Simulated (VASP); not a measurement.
Output of a VASP run:

File OSZICAR:
```
       N       E                     dE             d eps       ncg     rms          rms(c)
DAV:   1     0.420086474584E+03    0.42009E+03   -0.19325E+04   520   0.153E+03
DAV:   2     0.305031626737E+02   -0.38958E+03   -0.38126E+03   678   0.342E+02
DAV:   3    -0.164252052946E+02   -0.46928E+02   -0.46744E+02   606   0.131E+02
DAV:   4    -0.181744368431E+02   -0.17492E+01   -0.17410E+01   712   0.327E+01
DAV:   5    -0.182312759620E+02   -0.56839E-01   -0.56782E-01   690   0.457E+00    0.504E+00
DAV:   6    -0.174654759313E+02    0.76580E+00   -0.16532E+00   688   0.139E+01    0.324E+00
DAV:   7    -0.174383924273E+02    0.27084E-01   -0.62184E-01   742   0.457E+00    0.165E+00
DAV:   8    -0.174556196544E+02   -0.17227E-01   -0.79078E-02   708   0.236E+00    0.271E-01
DAV:   9    -0.174564885933E+02   -0.86894E-03   -0.17937E-02   716   0.101E+00    0.138E-01
DAV:  10    -0.174573557417E+02   -0.86715E-03   -0.19942E-03   632   0.294E-01    0.503E-02
DAV:  11    -0.174575245419E+02   -0.16880E-03   -0.28666E-04   640   0.128E-01    0.130E-02
DAV:  12    -0.174575345531E+02   -0.10011E-04   -0.39344E-05   672   0.706E-02    0.502E-03
DAV:  13    -0.174575350358E+02   -0.48271E-06   -0.25423E-06   578   0.127E-02
   1 F= -.17457535E+02 E0= -.17457535E+02  d E =-.174575E+02
```

File OUTCAR:
```
------------------------ aborting loop because EDIFF is reached ----------------------------------------
  FORCE on cell =-STRESS in cart. coord.  units (eV):
  Direction    XX          YY          ZZ          XY          YZ          ZX
  --------------------------------------------------------------------------------------
  Total        0.0028429      0.0028429      0.0028429      0.0000000      0.0000000      0.0000000
  in kB        0.0248445      0.0248445      0.0248445      0.0000000      0.0000000      0.0000000
  external PRESSURE =       0.0248445 kB  Pullay stress =       0.0000000 kB
  volume of cell :      183.33
      direct lattice vectors                 reciprocal lattice vectors
     5.680847989  0.000000000  0.000000000     0.176030058  0.000000000  0.000000000
     0.000000000  5.680847989  0.000000000     0.000000000  0.176030058  0.000000000
     0.000000000  0.000000000  5.680847989     0.000000000  0.000000000  0.176030058
 POSITION                                       TOTAL-FORCE (eV/Angst)
 -----------------------------------------------------------------------------------
      0.00000      0.00000      0.00000         0.000000      0.000000      0.000000
      2.84042      2.84042      2.84042         0.000000      0.000000      0.000000
      2.84042      0.00000      2.84042         0.000000      0.000000      0.000000
      0.00000      2.84042      2.84042         0.000000      0.000000      0.000000
      2.84042      2.84042      0.00000         0.000000      0.000000      0.000000
 -----------------------------------------------------------------------------------
    total drift:                                0.000000     -0.000000     -0.000000
  FREE ENERGIE OF THE ION-ELECTRON SYSTEM (eV)
  ---------------------------------------------------
  free  energy   TOTEN  =       -17.4575350358 eV

  energy  without entropy=      -17.4575350358  energy(sigma->0) =      -17.45753504

 reached required accuracy - stopping structural energy minimisation
```
(Selected blocks of OUTCAR.)

POSCAR:
```
CsPbCl3
1
    5.6808479888     0.0000000000     0.0000000000
    0.0000000000     5.6808479888     0.0000000000
    0.0000000000    -0.0000000000     5.6808479888
Cs Pb Cl
1 1 3
Direct
  0.0000000000   0.0000000000   0.0000000000
  0.5000000000   0.5000000000   0.5000000000
  0.5000000000   0.0000000000   0.5000000000
  0.0000000000   0.5000000000   0.5000000000
  0.5000000000   0.5000000000   0.0000000000
```

Write an INCAR and KPOINTS that could have produced this output.

One answer among several that fit: the input of the run itself, AM05 GGA, plane waves, VASP's PBE PAW potentials (set 64).

### KPOINTS
```
Automatic
0
G
 4 4 4
0 0 0
```

### INCAR
```
! general
SYSTEM =CsPbCl3
PREC   =Accurate
ENCUT  =520
LREAL  =.FALSE.
LASPH  =.TRUE.

! electronic loop
EDIFF  =1E-6
NELM   =100
ALGO   =Normal
LMAXMIX=4

! smearing
ISMEAR =0
SIGMA  =0.05

! functional
GGA    =AM

! ions
IBRION =2
NSW    =60
ISIF   =3
EDIFFG =-0.02

! output
LWAVE  =.FALSE.
LCHARG =.FALSE.
```

POTCAR, in this order: Cs_sv Pb_d Cl (PBE.64 set). Program: vasp_std.

The compound is CsPbCl3 in the cubic perovskite structure, the ideal cubic form; the compound distorts at low or room temperature. It was relaxed first. The start is the result of an earlier pass.
